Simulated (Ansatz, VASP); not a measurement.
# FePb in two plane-wave programs

One calculation is typed for both programs; each brings its own data sets and cutoff. How far apart do they land? The cell is invented: As first built, before any earlier steps moved the atoms (in the runner's words): it takes the MgZr structure with all of its atoms replaced by other elements, volume scaled by an estimate. It may not be a known or stable phase. The cell is taken from a series of VASP runs on this material, whose earlier steps may have relaxed, scaled or displaced it; both programs get it as it stands.

Program: Ansatz 0.2.0. Level of theory: plane waves, with VASP 6.6.1 beside it; zone-centre phonons at LDA. Results are calculated unless marked as measured.

## (1) Starting point

It takes space group Pm-3m (No. 221, cubic). Conventional cell: a = 3.230 Å, b = 3.230 Å, c = 3.230 Å, α = 90.00°, β = 90.00°, γ = 90.00°. Nearest to Pb lie 8 Fe at 2.80 Å. Fe has 8 Pb at 2.80 Å nearest. As first built, before any earlier steps moved the atoms (in the runner's words): sites of the MgZr structure (space group 221) filled with other elements, volume scaled by an estimate. Farther neighbours are not listed.

As a file:

```cif
data_structure
_symmetry_space_group_name_H-M 'Pm-3m'
_symmetry_Int_Tables_number 221
_cell_length_a 3.2300
_cell_length_b 3.2300
_cell_length_c 3.2300
_cell_angle_alpha 90.000
_cell_angle_beta 90.000
_cell_angle_gamma 90.000
_cell_volume 33.70
loop_
_atom_site_label
_atom_site_type_symbol
_atom_site_symmetry_multiplicity
_atom_site_Wyckoff_symbol
_atom_site_fract_x
_atom_site_fract_y
_atom_site_fract_z
_atom_site_occupancy
Pb1 Pb 1 b 0.50000 0.50000 0.50000 1
Fe1 Fe 1 a 0.00000 0.00000 0.00000 1
```

## (2) Ansatz: zone-centre phonons, LDA

Ansatz runs on its default PAW (the set named soft_2) files.

Second derivatives magnify differences that forces hide, and they need a tight electronic threshold.

Contents of input.yaml:

```yaml
crystal:
  lattice:
    - [3.2300018626, 0.0, 0.0]
    - [0.0, 3.2300018626, 0.0]
    - [0.0, 0.0, 3.2300018626]
  atoms:
    - { symbol: Pb, position: [0.5, 0.5, 0.5], spin: -0.067 }
    - { symbol: Fe, position: [0.0, 0.0, 0.0], spin: 1.868 }
hamiltonian:
  xc: lda
  pseudopotentials: { kind: paw }
magnetization:
  spin_polarized: true
kpoints:
  mp_grid: { grid: [7, 7, 7] }
scf:
  occupations: { method: methfessel_paxton, width: 0.2 }
phonons:
  method: dfpt
  qpoints: [[0, 0, 0]]
```

Started as:

```console
> ansatz run input.yaml --threads 4 --pin off --max-ram 9216MiB --backend cpu --events-out ev --progress --plain --runs-dir out
```

Numbers of over 12 decimals in the logs are rounded to 6 here.

The program printed:

```text
Engine: ansatz 0.2.0, aarch64-unknown-linux-gnu
Pseudopotentials: kind: paw
Pseudopotential: Pb, paw, valence charge 14, recommended cutoff 420 eV (normal), Pb.paw.azcp
Pseudopotential: Fe, paw, valence charge 16, recommended cutoff 420 eV (normal), Fe.paw.azcp
Functional definition: SPW92
  exchange = slater_x
  correlation = pw_c
Crystal: 2 atoms, lattice volume = 33.698 Å³
Basis set: ecut = 420 eV, 691 PW (Γ), exchange–correlation on 48×48×48 points (8 copies of the dense FFT grid, shifted against one another)
Bands: 20, of which v1, the nominal top of the filled ones, is band 15 counted from 1 (14 counted from 0)
Symmetry: 48 space group operations
Space group: Pm-3m (ITA 221), of the structure as read, at distance tolerance 3.2e-5 Å
Magnetic group: BNS 221.92 (UNI 1594), of the structure as read, at distance tolerance 3.2e-5 Å
k-points: 20 of 343
Non-local potential: Pb, projectors of the file, l = 0: 2, l = 1: 2, l = 2: 2, l = 3: 2
Non-local potential: Fe, projectors of the file, l = 0: 3, l = 1: 2, l = 2: 3, l = 3: 1
PAW form: soft (Blöchl's): semilocal exchange-correlation on the pseudo side does not see the compensation charge
PAW frozen core: Pb, regenerated for the run's functional, and the local potential with it (the file was generated under x = pbe(κ = 0.804, μ = 0.219515), c = pbe(β = 0.066725))
PAW frozen core: Fe, regenerated for the run's functional, and the local potential with it (the file was generated under x = pbe(κ = 0.804, μ = 0.219515), c = pbe(β = 0.066725))
PAW one-centre angular grid: Pb, 590 points (default); XC on 64 Gauss nodes
PAW one-centre angular grid: Fe, 590 points (default); XC on 64 Gauss nodes
Initial density: superposition of atomic densities (chi_scale 0.1, normalization cell)
Starting moments: Σ|m| = 1.935 μB on 2 of 2 sites
Initial wavefunctions: pseudopotential atomic-orbital guess
Functional: x = slater, c = lda
SCF 1 converged in 14 iterations: F = -16020.873399 eV  dr2 = 6.17e-9
  greatest PAW one-centre occupation: 1.004 electrons in one spin orbital (limit 2), on the Fe atom at site 1 (counted from 0), in its partial waves of l = 1
k-points: 40 of 343 (irreducible under 8 space group operations, time reversal used)
Initial density: read from a saved state, or passed on in memory by an earlier SCF of this step, an earlier step, the calling program or the single point that the run made first
Stability of the state it starts from, as read at its close in the collinear treatment: not read, because cold or Methfessel-Paxton smearing, or corrected tetrahedra, fill the levels in a way that the test cannot read (fill_not_monotonic); its run was given moments
Starting moments: Σ|m| = 1.935 μB on 2 of 2 sites; this step starts from the density that it was given
iter 1 solved again at ethr=1.72e-8 eV; its pass at ethr=3.10e-3 eV (dr2=5.16e-6 eV) is discarded
SCF iter   1: F=—  HF=-16020.873400 eV  |F-HF|=—  |Δ(HF+E_count)|=         —  Δρ=3.92e-6 (↑3.92e-6 ↓2.48e-6)  dr2=5.81e-9  dr2_m=1.75e-9  M=1.833 μB ∫|m|=2.120 μB  β_m=0.30  ethr=1.72e-8  ⟨swp⟩=4.0  Hψ=12096  notcnv=0
preconditioner: auto → none  [metal: Δε(μ)=0.019 eV  Ē_g=14.008 eV  σ=0.200 eV  W_gap=0.08  n_scr=6 (ndim 8)  ℏωp=30.0 eV  f_vac=0.000  D(μ)=2.99/eV (n_scr^D=32)]
SCF iter   2: F=—  HF=-16020.873399 eV  |F-HF|=—  |Δ(HF+E_count)|=   1.73e-6  S|Δr|=    0.00e0  Δρ=2.35e-6 (↑2.35e-6 ↓1.66e-6)  dr2=1.06e-9  dr2_m=1.04e-9  M=1.833 μB ∫|m|=2.120 μB  β_m=0.44  ethr=1.94e-11  ⟨swp⟩=2.2  Hψ=2739  notcnv=0
SCF iter   3: F=—  HF=-16020.873399 eV  |F-HF|=—  |Δ(HF+E_count)|=   1.04e-9  S|Δr|=    0.00e0  Δρ=2.51e-6 (↑2.39e-6 ↓2.51e-6)  dr2=6.65e-9  dr2_m=2.09e-10  M=1.833 μB ∫|m|=2.120 μB  β_m=0.33  ethr=3.54e-12  ⟨swp⟩=2.0  Hψ=2502  notcnv=0  recentre
SCF iter   4: F=—  HF=-16020.873399 eV  |F-HF|=—  |Δ(HF+E_count)|=  6.28e-10  S|Δr|=    0.00e0  Δρ=1.22e-6 (↑7.73e-7 ↓1.22e-6)  dr2=4.47e-10  dr2_m=1.92e-10  M=1.833 μB ∫|m|=2.120 μB  β_m=0.41  ethr=3.54e-12  ⟨swp⟩=2.0  Hψ=2751  notcnv=0
SCF iter   5: F=—  HF=-16020.873399 eV  |F-HF|=—  |Δ(HF+E_count)|=  1.04e-10  S|Δr|=    0.00e0  Δρ=4.48e-7 (↑4.48e-7 ↓1.87e-7)  dr2=2.83e-11  dr2_m=2.58e-11  M=1.833 μB ∫|m|=2.120 μB  β_m=0.71  ethr=1.49e-12  ⟨swp⟩=2.0  Hψ=1962  notcnv=0
SCF iter   6: F=—  HF=-16020.873399 eV  |F-HF|=—  |Δ(HF+E_count)|=  1.27e-11  S|Δr|=    0.00e0  Δρ=4.55e-7 (↑1.48e-7 ↓4.55e-7)  dr2=8.53e-11  dr2_m=8.86e-12  M=1.833 μB ∫|m|=2.120 μB  β_m=0.71  ethr=1.00e-12  ⟨swp⟩=7.2  Hψ=7573  notcnv=0
SCF iter   7: F=-16020.873399 eV  HF=-16020.873399 eV  |F-HF|=7.28e-12  |Δ(HF+E_count)|=  5.46e-12  S|Δr|=    0.00e0  Δρ=1.51e-7 (↑3.69e-8 ↓1.51e-7)  dr2=7.34e-12  dr2_m=1.37e-12  M=1.833 μB ∫|m|=2.120 μB  ethr=1.00e-12  ⟨swp⟩=4.7  Hψ=6510  notcnv=0
SCF 2 converged in 7 iterations: F = -16020.873399 eV  dr2 = 7.34e-12
this state was not tested for a lower state beside it, because cold or Methfessel-Paxton smearing, or corrected tetrahedra, fill the levels in a way that the test cannot read (fill_not_monotonic; see scf.lower_state_search)
DFPT response loops at Γ: preconditioner auto → Kerker (q_TF=auto, 2.676 Å⁻¹) (partly filled bands, converged f_vac=0.000); β = 1.00, the filter's whole step (`scf.mixing.beta` (0.30) is not read by the response loops under this deck's `scf.mixing.preconditioner`; to damp them name `kerker` or `kerker_dos`, under which they read `scf.mixing.beta`, and type it under 1.00, their step now; both keys bind the ground state too); Broyden in place of MSR1
SCF converged after 7 iterations
Magnetization: 1.8329 μB (15.9165 up, 14.0835 down)
Absolute magnetization: 2.1219 μB (∫|ρ↑−ρ↓|, with the PAW one-centre terms)
Spin contamination: 0.0699 ħ² per cell (⟨S²⟩ above its minimum at these occupations)
Per-site moments (μB) at R_I (Å): [(-0.051846, 1.153871), (1.965580, 1.153871)]
Free energy (F): -16020.873399 eV
Harris-Foulkes:  -16020.873399 eV  (|F-HF|=7.28e-12)
Internal energy: -16020.870613 eV  (E = F + TS)
E sigma→0 (E₀):  -16020.872702 eV
Entropy (-TS):   -0.002786 eV (-1.393 meV/atom)
Fermi energy:    16.592373 eV
--- Per-component energies (eV) ---
  E_band       = -196.585762
  E_kinetic    = 648.455181
  E_local      = -3186.973744  (includes V_loc(G=0)·N_el)
  E_nonlocal   = 582.625280
  E_hartree    = 1346.409448
  E_xc         = -336.225842
  E_vxc        = -285.282706  (∫ρ·V_xc dr)
  E_paw        = -11416.003472  (= ΣΔE_a)
  E_vpaw       = -648.229497  (= ΣTr[D̂ρ^β])
  E_aug_tail   = 0.000990  (compensation charges beyond the density's cutoff)
  E_ewald      = -3659.482276
  E_core_change = 0.323822  (= ΣΔE_core)
  E_smearing   = -0.002786  (= −TS)
  E_closure    = -0.000000  (closes the sum)
  Σ components = -16020.873399   (vs F -16020.873399, Δ=0.00e0)
--- Band table (eV; the first three rows and the last of 80) ---
  k-point 0 ↑: bands = [... 11 lower, 14.0649, 15.2077, 15.2077, 15.2077, 19.2984, 19.2984, 19.2984, 22.7335, ... 1 higher]
  k-point 1 ↑: bands = [... 11 lower, 14.0565, 14.9886, 14.9886, 15.1915, 17.2763, 19.9249, 19.9249, 23.7797, ... 1 higher]
  k-point 2 ↑: bands = [... 11 lower, 14.0373, 14.6066, 14.6066, 15.1550, 15.7638, 21.4923, 21.4923, 24.3516, ... 1 higher]
  k-point 39 ↓: bands = [... 11 lower, 13.1952, 14.3367, 17.2279, 17.2279, 17.9658, 19.3109, 19.3109, 20.9914, ... 1 higher]
--- Phonons (Γ-DFPT): 2 representative perturbations + reference, on 40 of 343 k-points (Σ response iterations 6) ---
  k mesh reduced under 8 symmetry operations, with k and −k counted as one. Each operation leaves every solved perturbation unchanged. A smaller set is not used because it would not reduce the number of displacements times k-points to solve
  ASR residual: 1.127e-4 → 0.000e0 eV/Å²; symmetrization residual: 4.785e-6 eV/Å²
  ASR residual per site (eV/Å²): 3.57e-5 1.13e-4
  Γ frequencies (cm⁻¹): 0.00 0.00 0.00 152.12 152.12 152.12
  non-analytic LO–TO correction: not included (Born effective charges unavailable; polar crystals: no LO–TO splitting at Γ)
--- Phonons (arbitrary-q DFPT): 1 explicit q-point ---
  q = [0, 0, 0] (of the zone-centre solve; hermiticity 2.56e-6, symmetrization 5.77e-13): -0.00 0.00 0.00 152.12 152.12 152.12
  sum rule: each row above includes the acoustic sum rule's correction from the zone centre's row sums; it moved no ω² by more than (0.74 cm⁻¹)²
```

It took 6 s on 4 threads of Arm Neoverse V1, shared host; peak memory 0.49 GiB; 21 s of CPU time.

In the SCF lines HF is the Harris–Foulkes energy and dr2 the Hartree energy of the density residual, in eV; the loop may stop once dr2 is under the threshold and the program's other checks hold. Hψ counts applications of the Hamiltonian.

(Continued in part 2 of 2.)

[Lines on the potential files, build, host, timing and source positions are cut from VASP's logs without a mark.]

[Logs are printed without paths, hosts, clocks, repeated set-up lines and the standing remarks that a program may print on its own settings, such as how far it seeks lower states.]

[Hosts, paths, dates, database ids (printed as entryN), source tags and the programs' standing remarks are cut or masked in the printed files.]
